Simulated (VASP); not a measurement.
Given:

```
Pd
1.0
    0.00000     1.94500     1.94500
    1.94500     0.00000     1.94500
    1.94500     1.94500     0.00000
Pd
1
Direct
  0.00000   0.00000   0.00000
```

All values below come from PW91 GGA, VASP's PBE PAW potentials (set 64) (plane waves; VASP 6.6.1). Settings: 520 eV cut-off, 14×14×14 Γ-centred mesh, first-order Methfessel-Paxton smearing of 0.10 eV, potentials Pd.

Energy and stress use the plane-wave basis of the starting cell.

Q: The ions, cell shape and volume are relaxed. Which structure does the run end with?

A: 
```
Pd
1.0
    0.00000     1.97352     1.97352
    1.97352     0.00000     1.97352
    1.97352     1.97352     0.00000
Pd
1
Direct
  0.00000   0.00000   0.00000
```
Space group Fm-3m (225), at a tolerance of 0.03 Å.

Q: How do energy and volume change from the first to the last step?

A: The energy (σ→0) changes by -16.2 meV/atom and the volume by +4.5 %, in 4 ionic steps.

```json
[
 {"step": "1", "E(σ→0) (eV)": "-5.2208", "max force (eV/Å)": "0.000", "pressure (GPa)": "8.26", "volume (Å³)": "14.72"},
 {"step": "2", "E(σ→0) (eV)": "-5.2065", "max force (eV/Å)": "0.000", "pressure (GPa)": "-8.98", "volume (Å³)": "16.39"},
 {"step": "3", "E(σ→0) (eV)": "-5.2370", "max force (eV/Å)": "0.000", "pressure (GPa)": "-0.11", "volume (Å³)": "15.39"},
 {"step": "4", "E(σ→0) (eV)": "-5.2370", "max force (eV/Å)": "0.000", "pressure (GPa)": "0.04", "volume (Å³)": "15.37"}
]
```

The compound is Pd in the fcc structure. This run relaxes it. Symmetry was kept, so distortions that lower it aren't found.
